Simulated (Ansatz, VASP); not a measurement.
**Cross-check of SmTl between VASP and Ansatz**

Aim: how closely do two programs agree when they are given the same cell, functional and k mesh? The cell is taken from a series of runs on this material, whose earlier steps may have relaxed, scaled, displaced or heated it; both programs get it as it stands.

Method: plane waves, with VASP 6.6.1 beside it; relaxation of cell and atoms at PBEsol, in Ansatz 0.2.0.

In doubt: a part-filled 4f shell, where there is one, can sit in one of many states, so energies may not be the lowest and differences between runs may mislead.

## (1) Set-up

The structure is cubic, space group Pm-3m (No. 221). The conventional cell has a = 3.872 Å, b = 3.872 Å, c = 3.872 Å, α = 90.00°, β = 90.00°, γ = 90.00°. Nearest to Sm lie 8 Tl at 3.35 Å. Nearest to Tl lie 8 Sm at 3.35 Å. Farther neighbours are not listed.

## (2) Ansatz: relaxation of cell and atoms, PBEsol

Ansatz runs on its default PAW (the set named soft_2) files.

The relaxed volume is the usual yardstick between codes: in a stiff, nearly cubic crystal its relative difference is about their pressure difference at one cell divided by the bulk modulus.

Input file input.yaml:

```yaml
crystal:
  lattice:
    - [3.8723664045, 0.0, 0.0]
    - [0.0, 3.8723664045, 0.0]
    - [0.0, 0.0, 3.8723664045]
  atoms:
    - { symbol: Sm, position: [0.0, 0.0, 0.0], spin: 6.33 }
    - { symbol: Tl, position: [0.5, 0.5, 0.5] }
kpoints:
  mp_grid: { grid: [12, 12, 12] }
hamiltonian:
  xc: pbesol
scf:
  occupations: { method: gaussian, width: 0.15 }
output:
  forces: true
  stress: true
  eigenvalues: true
  populations: true
  write_density: true
  write_potential: true
  elf: true
  volumetric_format: npy
magnetization:
  spin_polarized: true
relax:
  adjacent_minimum: "off"
  f_tol: 0.001
  max_steps: 60
  cell: { stress_tol: 0.01 }
```

On the command line:

```sh
> ansatz run input.yaml --threads 8 --pin off --max-ram 14336MiB --backend cpu --events-out ev --progress --plain --runs-dir out
```

Numbers of over 12 decimals in the logs are rounded to 6 here.

The log of the run:

```text
Warning: where an SCF of this run starts from atoms to list the orders of its open shells, Sm (site 0, from 0) starts with 5.22 μB on its 4f shell and 0.78 μB on its 5d shell, in the place of the 6.33 μB that the deck gives it: its open shells can hold no more by Hund's first rule. To start from spheres of the given moment, type scf.initial_density.shell_occupations: []
Sm: projections on atomic orbitals take those of the free atom [Kr 4d10] 4f6 5s2 5p6 5d0 6s2, of charge +0.00 (hamiltonian.pseudopotentials.projection_atoms); the dataset's partial waves leave at most 1.0e-3 of an orbital's norm unspanned inside its sphere
Engine: ansatz 0.2.0, aarch64-unknown-linux-gnu
Pseudopotentials: kind: paw
Pseudopotential: Sm, paw, valence charge 16, recommended cutoff 420 eV (normal), Sm.paw.azcp
Pseudopotential: Tl, paw, valence charge 13, recommended cutoff 420 eV (normal), Tl.paw.azcp
Functional definition: PBEsol
  exchange = pbesol_x
  correlation = pbesol_c
Crystal: 2 atoms, lattice volume = 58.067 Å³
Basis set: ecut = 420 eV, 1141 PW (Γ), exchange–correlation on 54×54×54 points (8 copies of the dense FFT grid, shifted against one another)
Bands: 22, of which v1, the nominal top of the filled ones, is band 15 counted from 1 (14 counted from 0)
Symmetry: 48 space group operations
Space group: Pm-3m (ITA 221), of the structure as read, at distance tolerance 3.9e-5 Å
Magnetic group: BNS 221.92 (UNI 1594), of the structure as read, at distance tolerance 3.9e-5 Å
k-points: 84 of 1728
Non-local potential: Sm, projectors of the file, l = 0: 3, l = 1: 2, l = 2: 2, l = 3: 3
Non-local potential: Tl, projectors of the file, l = 0: 2, l = 1: 2, l = 2: 2, l = 3: 1
PAW form: soft (Blöchl's): semilocal exchange-correlation on the pseudo side does not see the compensation charge
PAW frozen core: Sm, regenerated for the run's functional, and the local potential with it (the file was generated under x = pbe(κ = 0.804, μ = 0.219515), c = pbe(β = 0.066725))
PAW frozen core: Tl, regenerated for the run's functional, and the local potential with it (the file was generated under x = pbe(κ = 0.804, μ = 0.219515), c = pbe(β = 0.066725))
PAW one-centre angular grid: Sm, 590 points (default); XC on 64 Gauss nodes
PAW one-centre angular grid: Tl, 590 points (default); XC on 64 Gauss nodes
Initial density: superposition of atomic densities (chi_scale 0.1, normalization cell)
Starting moments: Σ|m| = 6.33 μB on 1 of 2 sites
Initial wavefunctions: pseudopotential atomic-orbital guess
Functional: x = pbesol(κ = 0.804, μ = 0.123457), c = pbesol(β = 0.046)
iter 1 solved again at ethr=1.92e-3 eV; its pass at ethr=3.10e-3 eV (dr2=5.56e-1 eV) is discarded
SCF iter   1: F=—  HF=-19440.776939 eV  |F-HF|=—  |Δ(HF+E_count)|=         —  Δρ=2.40e-2 (↑2.40e-2 ↓1.33e-2)  dr2=5.57e-1  dr2_m=1.01e-1  M=5.980 μB ∫|m|=5.987 μB  β_m=0.30  ethr=1.92e-3  ⟨swp⟩=1.0  Hψ=20774  notcnv=0
Mixer restart at iter 1: flushing history
preconditioner: auto → Kerker (q_TF=auto, 2.430 Å⁻¹)  [metal: Δε(μ)=0.000 eV  Ē_g=11.330 eV  σ=0.150 eV  W_gap=0.00  n_scr=18 (ndim 8)  ℏωp=25.3 eV  f_vac=0.000  D(μ)=15.62/eV (n_scr^D=340)]
spin=Collinear: Kerker preconditioning applied to the charge; magnetization (m = ρ↑ − ρ↓) channel mixes plain (no charge-response kernel on spin).
SCF iter   2: F=—  HF=-19440.887281 eV  |F-HF|=—  |Δ(HF+E_count)|=   1.10e-1  Δρ=1.69e-2 (↑1.69e-2 ↓9.29e-3)  dr2=2.56e-1  dr2_m=5.05e-2  M=5.965 μB ∫|m|=5.973 μB  β_m=0.57  ethr=1.92e-3  ⟨swp⟩=2.4  Hψ=5768  notcnv=0
SCF iter   3: F=—  HF=-19441.175927 eV  |F-HF|=—  |Δ(HF+E_count)|=   2.89e-1  Δρ=1.13e-2 (↑1.13e-2 ↓2.41e-3)  dr2=7.16e-2  dr2_m=1.79e-2  M=5.972 μB ∫|m|=5.981 μB  β_m=0.73  ethr=8.82e-4  ⟨swp⟩=2.6  Hψ=8205  notcnv=0  defer=29
SCF iter   4: F=—  HF=-19441.343895 eV  |F-HF|=—  |Δ(HF+E_count)|=   1.68e-1  Δρ=4.35e-3 (↑4.35e-3 ↓1.19e-3)  dr2=2.07e-2  dr2_m=1.64e-3  M=5.979 μB ∫|m|=5.989 μB  β_m=0.86  ethr=2.47e-4  ⟨swp⟩=2.3  Hψ=8382  notcnv=0  defer=99
SCF iter   5: F=—  HF=-19441.365644 eV  |F-HF|=—  |Δ(HF+E_count)|=   2.17e-2  Δρ=4.41e-3 (↑4.41e-3 ↓6.72e-4)  dr2=1.68e-2  dr2_m=2.19e-3  M=5.990 μB ∫|m|=5.999 μB  β_m=0.93  ethr=7.13e-5  ⟨swp⟩=2.1  Hψ=7074  notcnv=0  defer=99
SCF iter   6: F=—  HF=-19441.380702 eV  |F-HF|=—  |Δ(HF+E_count)|=   1.51e-2  Δρ=4.37e-4 (↑4.37e-4 ↓3.15e-4)  dr2=4.16e-4  dr2_m=1.97e-5  M=5.994 μB ∫|m|=6.002 μB  β_m=0.97  ethr=5.78e-5  ⟨swp⟩=2.3  Hψ=7583  notcnv=0  defer=102
SCF iter   7: F=—  HF=-19441.380776 eV  |F-HF|=—  |Δ(HF+E_count)|=   7.42e-5  Δρ=1.00e-4 (↑1.00e-4 ↓8.38e-5)  dr2=2.17e-5  dr2_m=9.09e-7  M=5.995 μB ∫|m|=6.003 μB  β_m=0.98  ethr=1.43e-6  ⟨swp⟩=2.0  Hψ=6631  notcnv=0  defer=100
SCF iter   8: F=—  HF=-19441.379902 eV  |F-HF|=—  |Δ(HF+E_count)|=   8.73e-4  Δρ=3.52e-5 (↑3.52e-5 ↓1.76e-5)  dr2=1.16e-6  dr2_m=1.57e-7  M=5.995 μB ∫|m|=6.002 μB  β_m=0.99  ethr=7.50e-8  ⟨swp⟩=2.0  Hψ=6174  notcnv=0  defer=100
[...]
Crystal: 2 atoms, lattice volume = 58.118 Å³
Initial density: handed on by an earlier stage of this run
Starting moments: Σ|m| = 6.33 μB on 1 of 2 sites; this step starts from the density that it was given
Initial wavefunctions: those handed on with the density
[...]
Initial wavefunctions: pseudopotential atomic-orbital guess (no wavefunctions were taken with the density)
iter 1 solved again at ethr=7.56e-9 eV; its pass at ethr=3.10e-3 eV (dr2=2.19e-6 eV) is discarded
SCF iter   1: F=—  HF=-19441.379908 eV  |F-HF|=—  |Δ(HF+E_count)|=         —  Δρ=8.80e-7 (↑8.80e-7 ↓6.39e-7)  dr2=2.93e-10  dr2_m=8.47e-11  M=5.995 μB ∫|m|=6.002 μB  β_m=0.65  ethr=7.56e-9  ⟨swp⟩=4.2  Hψ=29285  notcnv=0
preconditioner: auto → Kerker (q_TF=auto, 2.430 Å⁻¹)  [metal: Δε(μ)=0.004 eV  Ē_g=11.658 eV  σ=0.150 eV  W_gap=0.02  n_scr=18 (ndim 8)  ℏωp=25.3 eV  f_vac=0.000  D(μ)=10.27/eV (n_scr^D=178)]
spin=Collinear: Kerker preconditioning applied to the charge; magnetization (m = ρ↑ − ρ↓) channel mixes plain (no charge-response kernel on spin).
SCF iter   2: F=—  HF=-19441.379908 eV  |F-HF|=—  |Δ(HF+E_count)|=   2.16e-8  Δρ=3.55e-7 (↑3.55e-7 ↓2.40e-7)  dr2=7.10e-11  dr2_m=8.54e-12  M=5.995 μB ∫|m|=6.002 μB  β_m=0.65  ethr=1.01e-12  ⟨swp⟩=3.1  Hψ=7569  notcnv=0
SCF iter   3: F=—  HF=-19441.379908 eV  |F-HF|=—  |Δ(HF+E_count)|=  1.46e-11  Δρ=5.58e-8 (↑5.58e-8 ↓4.80e-8)  dr2=7.47e-12  dr2_m=7.27e-14  M=5.995 μB ∫|m|=6.002 μB  β_m=0.69  ethr=2.45e-13 (applied; sched 1.00e-12)  ⟨swp⟩=2.1  Hψ=5901  notcnv=0
SCF iter   4: F=—  HF=-19441.379908 eV  |F-HF|=—  |Δ(HF+E_count)|=  3.64e-12  Δρ=9.27e-8 (↑9.27e-8 ↓1.96e-8)  dr2=3.07e-12  dr2_m=1.32e-12  M=5.995 μB ∫|m|=6.002 μB  β_m=0.54  ethr=2.58e-14 (applied; sched 1.00e-12)  ⟨swp⟩=2.0  Hψ=6057  notcnv=0
SCF iter   5: F=—  HF=-19441.379908 eV  |F-HF|=—  |Δ(HF+E_count)|=  3.64e-12  Δρ=5.11e-8 (↑5.11e-8 ↓1.71e-8)  dr2=9.77e-13  dr2_m=3.82e-13  M=5.995 μB ∫|m|=6.002 μB  β_m=0.77  ethr=1.06e-14 (applied; sched 1.00e-12)  ⟨swp⟩=2.0  Hψ=5106  notcnv=0
SCF iter   6: F=—  HF=-19441.379908 eV  |F-HF|=—  |Δ(HF+E_count)|=    0.00e0  Δρ=3.18e-8 (↑3.18e-8 ↓7.76e-9)  dr2=7.66e-13  dr2_m=1.16e-13  M=5.995 μB ∫|m|=6.002 μB  β_m=0.89  ethr=3.37e-15 (applied; sched 1.00e-12)  ⟨swp⟩=2.2  Hψ=6167  notcnv=0
SCF iter   7: F=—  HF=-19441.379908 eV  |F-HF|=—  |Δ(HF+E_count)|=  7.28e-12  Δρ=2.50e-8 (↑2.50e-8 ↓2.28e-9)  dr2=4.07e-13  dr2_m=8.57e-14  M=5.995 μB ∫|m|=6.002 μB  β_m=0.94  ethr=2.76e-15 (applied; sched 1.00e-12)  ⟨swp⟩=2.0  Hψ=6241  notcnv=0
SCF iter   8: F=-19441.379908 eV  HF=-19441.379908 eV  |F-HF|=3.64e-12  |Δ(HF+E_count)|=    0.00e0  Δρ=3.38e-8 (↑3.38e-8 ↓1.52e-9)  dr2=6.54e-13  dr2_m=1.56e-13  M=5.995 μB ∫|m|=6.002 μB  ethr=1.00e-12  ⟨swp⟩=3.0  Hψ=14472  notcnv=0
SCF 3 converged in 8 iterations: F = -19441.379908 eV  dr2 = 6.54e-13
relax step   3: F+E_penalty+E_count = -19441.37990790 eV  Δ(F+E_penalty+E_count) = -1.608e-5 eV  max|allowed force component| = 3.156e-30 eV/Å  Δτ_max = 0.0000 Å  P = +0.000 GPa  Ω = 58.118 Å³  stress off target by 1.46e-4 GPa  SCF on the basis re-selected at this cell (its energy is not comparable with the rows above)  (8 SCF iters)
basis re-selected at this cell: Δ(F+E_penalty+E_count) = -1.608e-5 eV, ΔP = +0.000 GPa vs the last step (what re-selecting the basis moved, of the pressure what is left beyond the Pulay correction that the steps carried, after the strain that the cell walked since its last selection, with what the two solves' SCF thresholds leave and, on support functions, any second-order correction that the steps lacked; it is no m [...]
SCF converged after 8 iterations
Magnetization: 5.9947 μB (17.4974 up, 11.5026 down)
Absolute magnetization: 6.0000 μB (∫|ρ↑−ρ↓|, with the PAW one-centre terms)
Spin contamination: 0.0498 ħ² per cell (⟨S²⟩ above its minimum at these occupations)
Per-site moments (μB) at R_I (Å): [(5.750139, 1.383749), (0.025982, 1.383749)]
Free energy (F): -19441.379908 eV
Harris-Foulkes:  -19441.379908 eV  (|F-HF|=3.64e-12)
Internal energy: -19441.264355 eV  (E = F + TS)
E sigma→0 (E₀):  -19441.322131 eV
Entropy (-TS):   -0.115553 eV (-57.777 meV/atom)
Fermi energy:    12.016314 eV
--- Per-component energies (eV) ---
  E_band       = 26.481439
  E_kinetic    = 668.907928
  E_local      = -2308.257147  (includes V_loc(G=0)·N_el)
  E_nonlocal   = 724.974393
  E_hartree    = 884.949861
  E_xc         = -403.161675
  E_vxc        = -333.765663  (∫ρ·V_xc dr)
  E_paw        = -16147.774031  (= ΣΔE_a)
  E_vpaw       = -495.277865  (= ΣTr[D̂ρ^β])
  E_aug_tail   = 0.000034  (compensation charges beyond the density's cutoff)
  E_ewald      = -2861.453742
  E_core_change = 0.550023  (= ΣΔE_core)
  E_smearing   = -0.115553  (= −TS)
  E_closure    = -0.000000  (closes the sum)
  Σ components = -19441.379908   (vs F -19441.379908, Δ=0.00e0)
--- Forces (eV/Å), atoms counted from 1 ---
  atom   1  Sm    -0.00000000    -0.00000000     0.00000000
  atom   2  Tl    -0.00000000    -0.00000000    -0.00000000
  max |Σ_I F_I| component: 6.31e-30 eV/Å
--- Stress (GPa, compression-positive) ---
        0.000146      -0.000000       0.000000
       -0.000000       0.000146      -0.000000
        0.000000      -0.000000       0.000146
  P = ⅓ Tr σ = 0.0001 GPa (0.001 kbar)
--- Band table (eV; the first three rows and the last of 168) ---
  k-point 0 ↑: bands = [... 11 lower, 11.6931, 11.6931, 11.7109, 11.8875, 11.8875, 11.8875, 12.1112, 12.1112, ... 3 higher]
  k-point 1 ↑: bands = [... 11 lower, 11.6985, 11.6985, 11.7110, 11.8816, 11.8910, 11.8910, 12.0432, 12.1277, ... 3 higher]
  k-point 2 ↑: bands = [... 11 lower, 11.7115, 11.7148, 11.7148, 11.8182, 11.8689, 11.9008, 11.9008, 12.1706, ... 3 higher]
  k-point 83 ↓: bands = [... 11 lower, 10.0591, 10.0591, 15.6057, 15.6057, 15.6057, 15.6123, 15.6123, 15.6123, ... 3 higher]
--- Relaxed structure (2 steps of the walk, 2 accepted, 1 SCFs on fresh bases) ---
  F+E_penalty+E_count = -19441.37990790 eV   max|allowed force component| = 3.156e-30 eV/Å   (the final SCF, on the basis selected at the relaxed cell)
  cell:  # Å, volume = 58.1176 Å³
    - [3.873491, 0, 0.0]
    - [0, 3.873491, 0.0]
    - [0, 0.0, 3.873491]
  atoms:
    - { symbol: Sm, position: [0, 0, 0.0] }
    - { symbol: Tl, position: [0.5, 0.5, 0.5] }
--- Löwdin populations: 2 sites ---
  site symbol       q [e]    m [muB]
     0     Sm     15.8486     5.9846
     1     Tl     13.1267     0.0047
  spilling = 0.000850 (of n_electrons = 29.000000)
```

Reading the cycles: dr2 is the Hartree energy of the density residual (eV), the measure of convergence; HF is the Harris–Foulkes estimate of the energy, which meets the free energy F at convergence.

(Continued in part 2 of 2.)

[Lines on the potential files, build, host, timing and source positions are cut from VASP's logs without a mark.]

[Logs are printed without paths, hosts, clocks, repeated set-up lines and the standing remarks that a program may print on its own settings, such as how far it seeks lower states.]

[Hosts, paths, dates, database ids (printed as entryN), source tags and the programs' standing remarks are cut or masked in the printed files.]
